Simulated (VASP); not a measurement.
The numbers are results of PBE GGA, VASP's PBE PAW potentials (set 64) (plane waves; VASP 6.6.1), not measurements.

VASP ran on this input.

KPOINTS:
```
Automatic mesh
0
Gamma
10 10 10
0 0 0
```

POSCAR:
```
NaF
1
    0.0000000000     2.2773083501     2.2773083501
    2.2773083501     0.0000000000     2.2773083501
    2.2773083501     2.2773083501     0.0000000000
Na F
1 1
Direct
  0.0000000000   0.0000000000   0.0000000000
  0.5000000000   0.5000000000   0.5000000000
```

**INCAR**
```
! general
SYSTEM   =  NaF
PREC     =  Accurate
ENCUT    =  620
LREAL    =  .FALSE.   ! projection in real space or not
LASPH    =  .TRUE.   ! aspherical one-centre terms

! electronic loop
EDIFF    =  1E-6   ! SCF stop (eV)
NELM     =  100
ALGO     =  Normal

! smearing
ISMEAR   =  0
SIGMA    =  0.05

! functional
GGA      =  PE

! ions
IBRION   =  2
NSW      =  40   ! most ionic steps
ISIF     =  3   ! ions, shape and volume
EDIFFG   =  -0.02   ! ionic stop
PSTRESS  =  100   ! kbar

! output
LWAVE    =  .FALSE.
LCHARG   =  .FALSE.
```

POTCAR, in this order: Na_pv F (PBE.64 set). Program: vasp_std.

What will the output report for the number of irreducible k-points (NKPTS), largest plane-wave count, number of space-group operations, FFT grid (NGX, NGY, NGZ)?

* **number of irreducible k-points (NKPTS)**: 47
* **largest plane-wave count**: 869
* **number of space-group operations**: 48
* **FFT grid (NGX, NGY, NGZ)**: 28 × 28 × 28

The compound is NaF in the rock salt structure. This run relaxes it under an external pressure of 10 GPa. Symmetry was kept, so distortions that lower it aren't found.
